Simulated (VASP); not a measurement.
# FGeCl in VASP: a series of runs

Aim: see how the results for FGeCl move with the level of theory and the settings. Levels: r2SCAN0, r2SCAN0+D3(BJ), PBE+D4. Tasks: single point, relaxation of the atoms.

All numbers are computed with VASP 6.6.1; they aren't measurements. Logs are shortened: lines on timing, memory, paths and dates and some standing lists are left out, and cuts for length are marked.

**1. The molecule as given**

The cell holds a molecule in a box, 3 atoms: a = 11.000 Å, b = 12.000 Å, c = 10.000 Å, α = 90.00°, β = 90.00°, γ = 90.00°.

**2. Single point, r2SCAN0**

POSCAR reads:

```
GeClF
1.0
   11.0000000000      0.0000000000      0.0000000000
    0.0000000000     12.0000000000      0.0000000000
    0.0000000000      0.0000000000     10.0000000000
F Ge Cl
1 1 1
Cartesian
    5.6839999700      7.4898999600      5.3422500000
    4.8107999500      6.1068000000      4.7257500000
    6.2151999800      4.5521000400      5.3270500000
```

INCAR.step1 reads:

```
ALGO = Normal ; EDIFF = 1E-5
ENCUT = 520 ; GGA = PE
ISIF = 2 ; ISMEAR = 0
LASPH = T ; LCHARG = F
LREAL = F ; LWAVE = T
NELM = 60 ; PREC = Accurate
SIGMA = 0.01
```

INCAR.step2 reads:

```
AEXX = 0.25 ; ALGO = Normal
EDIFF = 1E-6 ; ENCUT = 520
ISIF = 2 ; ISMEAR = 0
ISTART = 1 ; LASPH = T
LCHARG = F ; LHFCALC = T
LMIXTAU = T ; LREAL = F
LWAVE = F ; METAGGA = R2SCAN
NELM = 60 ; PREC = Accurate
PRECFOCK = Fast ; SIGMA = 0.01
```

KPOINTS reads:

```
k-points
0
Gamma
  1 1 1
```

Potentials or basis: VASP PAW PBE potentials, release 64 (F, Ge_d, Cl).

The run is started by

```sh
> cat potpaw_PBE.64/F/POTCAR potpaw_PBE.64/Ge_d/POTCAR potpaw_PBE.64/Cl/POTCAR > POTCAR
> cp INCAR.step1 INCAR
> mpirun -np 1 vasp_gam > vasp.out
> cp INCAR.step2 INCAR
> mpirun -np 1 vasp_gam > vasp.out
```

OUTCAR:

```text
AEXX = 0.25
   EDIFF = 1E-6
   ENCUT = 520
   ISIF = 2
   ISMEAR = 0
   ISTART = 1
   LASPH = T
   LHFCALC = T
   LREAL = F
   METAGGA = R2SCAN
   NELM = 60
   PREC = Accurate
   PRECFOCK = Fast

 ion  position               nearest neighbor table
   1  0.517  0.624  0.534-   2 1.75
   2  0.437  0.509  0.473-   1 1.75   3 2.18
   3  0.565  0.379  0.533-   2 2.18

  LATTYP: Found a simple orthorhombic cell.
 ALAT       =    10.0000000000
 B/A-ratio  =     1.1000000000
 C/A-ratio  =     1.2000000000

  Lattice vectors:

 A1 = (   0.0000000000,   0.0000000000,  10.0000000000)
 A2 = (  11.0000000000,   0.0000000000,   0.0000000000)
 A3 = (   0.0000000000,  12.0000000000,   0.0000000000)

Analysis of symmetry for initial positions (statically):
=====================================================================
 Subroutine PRICEL returns:
 Original cell was already a primitive cell.

 Routine SETGRP: Setting up the symmetry group for a
 simple orthorhombic supercell.

 Subroutine GETGRP returns: Found  1 space group operations
 (whereof  1 operations were pure point group operations)
 out of a pool of  8 trial point group operations.

The static configuration has the point symmetry C_1 .

Analysis of symmetry for dynamics (positions and initial velocities):
=====================================================================
 Subroutine PRICEL returns:
 Original cell was already a primitive cell.

 Routine SETGRP: Setting up the symmetry group for a
 simple orthorhombic supercell.

 Subroutine GETGRP returns: Found  1 space group operations
 (whereof  1 operations were pure point group operations)
 out of a pool of  8 trial point group operations.

The dynamic configuration has the point symmetry C_1 .

 Subroutine INISYM returns: Found  1 space group operations
 (whereof  1 operations are pure point group operations),
 and found     1 'primitive' translations

----------------------------------------------------------------------------------------

                                     Primitive cell

  volume of cell :    1320.0000

[... 67 lines left out ...]
   LREAL  =      F    real-space projection
   EDIFFG = 0.1E-04   stopping-criterion for IOM
   NSW    =      0    number of steps for IOM
   IBRION =     -1    ionic relax: 0-MD 1-quasi-New 2-CG
   NFREE  =      0    steps in history (QN), initial steepest desc. (CG)
   ISIF   =      2    stress and relaxation
   ISYM   =      3    0-nonsym 1-usesym 2-fastsym
   POTIM  = 0.5000    time-step for ionic-motion
   TEBEG  =    0.0;   TEEND  =   0.0 temperature during run
   PSTRESS=    0.0 pullay stress
   NELECT =      28.0000    total number of electrons
   NUPDOWN=      -1.0000    fix difference up-down
   EMIN   =  10.00;   EMAX   =-10.00  energy-range for DOS
   EFERMI =   0.00;   METHOD = LEGACY
   ISMEAR =     0;   SIGMA  =   0.01  broadening in eV -4-tet -1-fermi 0-gaus
   EFERMI_NEDOS =   21; number of points for ismear=-14 and -15
   IALGO  =     38    algorithm
   IMIX   =      1    mixing-type and parameters
     AMIX     =   0.40;   BMIX     =  1.00
     AMIX_MAG =   1.60;   BMIX_MAG =  1.00
  volume/ion in A,a.u.               =     440.00      2969.27
  Fermi-wavevector in a.u.,A,eV,Ry     =   0.453179  0.856384  2.794242  0.205371
  Thomas-Fermi vector in A             =   1.435452
   LORBIT       =      0    0 simple, 1 ext, 2 COOP (PROOUT), +10 PAW based schemes
   METAGGA = R2SCAN    functional components
   LHFCALC =     T    Hartree Fock is set to
   PRECFOCK=fast      Normal, Fast or Accurate (Low or Medium for compatibility)
   ENCUT4O =  -1.0   cutoff for four orbital integrals eV
   NKREDX  =     1    reduce k-point grid by
   NKREDY  =     1    reduce k-point grid by
   NKREDZ  =     1    reduce k-point grid by
   AEXX    =    0.2500 exact exchange contribution
   HFSCREEN=    0.0000 screening length (either q_TF or 0.3 A-1)
   HFSCREENC=   0.0000 screening length for correlation (either q_TF or 0.3 A-1)
   ENCUTFOCK=  -1.0 apply spherical cutoff to Coloumb kernel
   IVDW    =     0    specifies the selected vdW correction
   LEPSILON=     F    determine dielectric tensor
   LRPA    =     F    only Hartree local field effects (RPA)
 non-spin polarized calculation
 Gauss-broadening in eV      SIGMA  =   0.01
  energy-cutoff  :      520.00
  volume of cell :     1320.00
 maximum number of plane-waves:     17809
 NGX is ok and might be reduce to    84
  NGX = 42; NGY = 48; NGZ = 40

 number of electron      28.0000004 magnetization

 Free energy of the ion-electron system (eV)
  ---------------------------------------------------
  ext. energy  EPLUGINS =         0.00000000
  ---------------------------------------------------
  free energy    TOTEN  =       -27.53758838 eV

  energy without entropy =      -27.53758838  energy(sigma->0) =      -27.53758838

 E-fermi :  -8.3351     XC(G=0):  -0.5390

 val. band max:       -8.4436069527   @ k =   0.0000   0.0000   0.0000
 cond. band min:      -2.4886870522   @ k =   0.0000   0.0000   0.0000
 fundamental gap:      5.9549199005
 Fermi energy:        -8.3351111253

 k-point     1 :       0.0000    0.0000    0.0000
  band No.  band energies     occupation
      1     -35.1073      2.00000
      2     -34.5750      2.00000
      3     -34.5591      2.00000
      4     -34.4903      2.00000
      5     -34.3633      2.00000
      6     -32.6762      2.00000
[... 10 lines left out ...]
     17       0.2706      0.00000
     18       0.5770      0.00000

------------------------ aborting loop because EDIFF is reached ----------------------------------------

  FORCE on cell =-STRESS in cart. coord.  units (eV):
  Direction    XX          YY          ZZ          XY          YZ          ZX
  --------------------------------------------------------------------------------------
  -------------------------------------------------------------------------------------
  Total       -0.3847064     -0.6442639     -0.1995454      0.0526941     -0.0196628     -0.1114256
  in kB       -0.4669454     -0.7819887     -0.2422024      0.0639585     -0.0238661     -0.1352452
  external PRESSURE =      -0.4970455 kB  Pullay stress =       0.0000000 kB

 VOLUME and BASIS-vectors are now :
 -----------------------------------------------------------------------------
  energy-cutoff  :      520.00
  volume of cell :     1320.00
      direct lattice vectors                 reciprocal lattice vectors
    11.000000000  0.000000000  0.000000000     0.090909091  0.000000000  0.000000000
     0.000000000 12.000000000  0.000000000     0.000000000  0.083333333  0.000000000
     0.000000000  0.000000000 10.000000000     0.000000000  0.000000000  0.100000000

 POSITION                                       TOTAL-FORCE (eV/Angst)
 -----------------------------------------------------------------------------------
      5.68400      7.48990      5.34225        -0.076350     -0.183160     -0.063069
      4.81080      6.10680      4.72575         0.186559      0.031830      0.103335
      6.21520      4.55210      5.32705        -0.110209      0.151331     -0.040266
 -----------------------------------------------------------------------------------
    total drift:                                0.011216      0.004202     -0.006515

  FREE ENERGIE OF THE ION-ELECTRON SYSTEM (eV)
  ---------------------------------------------------
  free  energy   TOTEN  =       -27.5375883774 eV

  energy  without entropy=      -27.5375883774  energy(sigma->0) =      -27.53758838
```

OSZICAR.step1:

```text
N       E                     dE             d eps       ncg     rms          rms(c)
DAV:   1     0.238213172467E+03    0.23821E+03   -0.10251E+04    44   0.103E+03
DAV:   2     0.584968553841E+02   -0.17972E+03   -0.17791E+03    56   0.215E+02
DAV:   3    -0.662019285244E+01   -0.65117E+02   -0.64541E+02    38   0.129E+02
[... 13 lines left out ...]
DAV:  17    -0.118281601636E+02   -0.12466E-03   -0.70627E-06    36   0.225E-02    0.347E-03
DAV:  18    -0.118283188215E+02   -0.15866E-03   -0.15820E-05    36   0.238E-02    0.189E-03
DAV:  19    -0.118283498255E+02   -0.31004E-04   -0.22058E-06    36   0.948E-03    0.111E-03
DAV:  20    -0.118283701832E+02   -0.20358E-04   -0.20181E-06    36   0.697E-03    0.572E-04
DAV:  21    -0.118283724105E+02   -0.22273E-05   -0.11948E-07    36   0.411E-03
   1 F= -.11828372E+02 E0= -.11828372E+02  d E =-.987670E-29
```

Run time: 13 min. Hardware: 1 thread of AMD EPYC 7R13 (Zen 3), shared host; peak memory 1.2 GiB.

What came out:

```yaml
Free_energy: -27.5376 eV
Largest_force: 0.216 eV/Å
Gap_between_the_frontier_levels: 5.95 eV
```

Forces on the atoms (eV/Å):
```
F   -0.076 -0.183 -0.063
Ge   0.187  0.032  0.103
Cl  -0.110  0.151 -0.040
```

Caveat: the PAW data sets were made with another functional, which shifts forces and pressure a little.

**3. Single point, r2SCAN0+D3(BJ)**

POSCAR is that of step 2.

INCAR.step1 reads:

```
SYSTEM = GeClF
ALGO = Normal
EDIFF = 1E-5
ENCUT = 520
GGA = PE
ISIF = 2
ISMEAR = 0
LASPH = .TRUE.
LCHARG = .FALSE.
LREAL = .FALSE.
LWAVE = .TRUE.
NELM = 60
PREC = Accurate
SIGMA = 0.01
```

INCAR.step2 reads:

```
SYSTEM = GeClF
AEXX = 0.25
ALGO = Normal
EDIFF = 1E-7
ENCUT = 520
ISIF = 2
ISMEAR = 0
ISTART = 1
IVDW = 12
LASPH = .TRUE.
LCHARG = .FALSE.
LHFCALC = .TRUE.
LMIXTAU = .TRUE.
LREAL = .FALSE.
LWAVE = .FALSE.
METAGGA = R2SCAN
NELM = 60
PREC = Accurate
PRECFOCK = Normal
SIGMA = 0.01
VDW_A1 = 0.4534
VDW_A2 = 5.8972
VDW_S6 = 1.0
VDW_S8 = 1.1846
```

KPOINTS reads:

```
k-points
0
G
  1 1 1
  0 0 0
```

Potentials or basis: VASP PAW PBE potentials, release 64 (F, Ge_d, Cl).

The run is started by

```sh
> cat potpaw_PBE.64/F/POTCAR potpaw_PBE.64/Ge_d/POTCAR potpaw_PBE.64/Cl/POTCAR > POTCAR
> cp INCAR.step1 INCAR
> mpirun -np 1 vasp_gam > vasp.out
> cp INCAR.step2 INCAR
> mpirun -np 1 vasp_gam > vasp.out
```

It took 17 min on 1 thread of AMD EPYC 7R13 (Zen 3), shared host; peak memory 1.2 GiB.

The run converged. Its results:

```
Free energy                     : -27.5568 eV
Largest force                   : 0.216 eV/Å
Gap between the frontier levels : 5.96 eV
Dispersion energy per atom      : -0.006 eV
```

Forces in eV/Å, atoms in the order of the input:
```
F   -0.079 -0.185 -0.060
Ge   0.188  0.032  0.102
Cl  -0.109  0.153 -0.042
```

Levels at points of the mesh, in eV from the valence-band top:
```tsv
k point	band 12	band 13	band 14	band 15	band 16	band 17
(0.00, 0.00, 0.00)	-1.09	-0.89	0.00	5.96	8.57	8.73
```

Caveat: the PAW data sets were made with another functional, which shifts forces and pressure a little.

**4. Relaxation of the atoms, PBE+D4**

INCAR reads:

```
PREC     = Accurate       # precision mode
ENCUT    = 520            # plane-wave cutoff, eV
EDIFF    = 1E-6           # SCF threshold, eV
ISMEAR   = 0              # smearing method
SIGMA    = 0.01           # smearing width, eV
LREAL    = False          # projectors in reciprocal space
LASPH    = True           # aspherical terms in the spheres
NELM     = 80             # most SCF steps
ALGO     = Normal         # electronic algorithm
ISIF     = 2              # what is computed and relaxed
LWAVE    = False          # write WAVECAR
LCHARG   = False          # write CHGCAR
GGA      = PE             # functional
IVDW     = 13             # dispersion correction
IBRION   = 2              # ionic algorithm
NSW      = 40             # ionic steps
EDIFFG   = -0.02          # ionic threshold
```

KPOINTS reads:

```
Automatic mesh
0
Gamma
  1 1 1
```

POSCAR is that of step 3.

The run is started by

```sh
> cat potpaw_PBE.64/F/POTCAR potpaw_PBE.64/Ge_d/POTCAR potpaw_PBE.64/Cl/POTCAR > POTCAR
> mpirun -np 1 vasp_gam > vasp.out
```

It took 11 min on 1 thread of AMD EPYC 7R13 (Zen 3), shared host; peak memory 1.2 GiB.

The run converged. Its results:

```
Free energy                     : -11.9111 eV
Energy gained by relaxing       : 5.6 meV/atom
Ionic steps                     : 9
Largest force after relaxing    : 0.013 eV/Å
Gap between the frontier levels : 3.72 eV
Dispersion energy per atom      : -0.022 eV
```

Forces in eV/Å, atoms in the order of the input:
```
F    0.005  0.010  0.007
Ge  -0.006 -0.008 -0.008
Cl   0.001 -0.002  0.002
```

The path:
| step | energy change (eV) | largest force (eV/Å) | pressure (GPa) |
| --- | --- | --- | --- |
| 1 | 0.0000 | 0.7826 | 0.08 |
| 2 | 0.0007 | 0.8080 | -0.07 |
| 3 | -0.0149 | 0.1391 | 0.00 |
| 4 | -0.0157 | 0.0600 | -0.01 |
| 5 | -0.0158 | 0.0709 | -0.01 |
| 6 | -0.0162 | 0.0510 | -0.01 |
| 7 | -0.0166 | 0.0310 | -0.01 |
| 8 | -0.0167 | 0.0271 | -0.01 |
| 9 | -0.0167 | 0.0133 | -0.01 |

Final structure:
```
F Ge Cl
1.0
    11.00000    0.00000    0.00000
     0.00000   12.00000    0.00000
     0.00000    0.00000   10.00000
F Ge Cl
1 1 1
Cartesian
  5.6833 7.5198 5.3458
  4.8058 6.1022 4.7214
  6.2209 4.5267 5.3279
```

Levels at points of the mesh, in eV from the valence-band top:
| k point | band 12 | band 13 | band 14 | band 15 | band 16 | band 17 |
| --- | --- | --- | --- | --- | --- | --- |
| (0.00, 0.00, 0.00) | -0.76 | -0.51 | 0.00 | 3.72 | 6.17 | 6.41 |

**5. The reference run**

An earlier run on the cell as given: functional PBE; potentials or basis VASP PAW PBE potentials, release 64 (F, Ge_d, Cl); cutoff 520 eV; k mesh 1 × 1 × 1; occupations gaussian, width 0.01 eV; no spin polarisation.

- Largest force: 0.787 eV/Å
- Gap between the frontier levels: 3.75 eV

**6. The runs side by side**

```tsv
task	level	cell	grid for exact exchange (PRECFOCK)	exchange at q = 0	gap on the mesh (eV)	largest force (eV/Å)
single point	r2SCAN0	as given	Fast	default	5.95	0.22
single point	r2SCAN0+D3(BJ)	as given	Normal	default	5.96	0.22
relaxation of the atoms	PBE+D4	atoms relaxed	-	-	3.72	0.01
single point	PBE	as given	-	-	3.75	0.79
```

Alike in all rows: potentials or basis VASP PAW PBE potentials, release 64 (F, Ge_d, Cl); no spin polarisation; k mesh 1 × 1 × 1; cutoff (eV) 520; smearing gaussian 0.01 eV.

On the cell as given the gap runs from 3.75 eV (PBE) to 5.96 eV (r2SCAN0+D3(BJ)).

Caveats: the PAW data sets were made with another functional, which shifts forces and pressure a little (some runs).

Total energies depend on the potentials used, so only differences within one code and one set of settings carry meaning.
